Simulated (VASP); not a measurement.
Wanted: the native input for a VASP 6.6.1 run.

| Property | Result |
| --- | --- |
| Task | single point |
| Functional | LDA |
| Potentials or basis | VASP PAW LDA potentials, release 64 (Sr_sv, S, O) |
| Cutoff | 520 eV |
| k mesh | 8 × 8 × 6 |
| Occupations | gaussian, width 0.05 eV |
| Spin | no spin polarisation |
| Dipole correction | no |
| Further INCAR settings | ALGO = Normal; EDIFF = 1e-06; NBANDS = 24 |

The structure of Sr2SO lies in POSCAR:

```
Sr2SO
1.0
    3.8410751500      0.0000000000      0.0000000000
    0.0000000000      3.8410751500      0.0000000000
    0.0000000000      0.0000000000      5.4321000000
Sr S O
2 1 1
Direct
    0.0000000000      0.0000000000      0.0000000000
    0.5000000000      0.5000000000      0.5000000000
    0.0000000000      0.0000000000      0.5000000000
    0.5000000000      0.5000000000      0.0000000000
```

The cell comes from a database or a generator and needn't be the stable form of this composition.

The cell isn't the ideal one: strain -0.050 along x and y, -0.050 along z, atoms carried along.

These files were run (other wordings do the same):

INCAR

```
  PREC = Accurate
  ENCUT = 520
  EDIFF = 1E-6
  ISMEAR = 0
  SIGMA = 0.05
  LREAL = False
  LASPH = True
  NELM = 100
  ALGO = Normal
  ISIF = 2
  LWAVE = False
  LCHARG = True
  GGA = CA
  LELF = True
  LVHAR = True
  NBANDS = 24
```

KPOINTS

```
regular mesh
0
Gamma
  8 8 6
```

Potentials or basis: VASP PAW LDA potentials, release 64 (Sr_sv, S, O).

Launch:

```console
$ cat potpaw_LDA.64/Sr_sv/POTCAR potpaw_LDA.64/S/POTCAR potpaw_LDA.64/O/POTCAR > POTCAR
$ mpirun -np 1 vasp_std > vasp.out
```

Results of the run:

```json
{
  "Pressure": "6.5 GPa",
  "Band gap on the k mesh": "1.91 eV, direct"
}
```

Wall time 68 s on 1 thread of Intel(R) Xeon(R) Platinum 8488C (Sapphire Rapids), with other jobs on the host, peak memory 0.23 GiB.
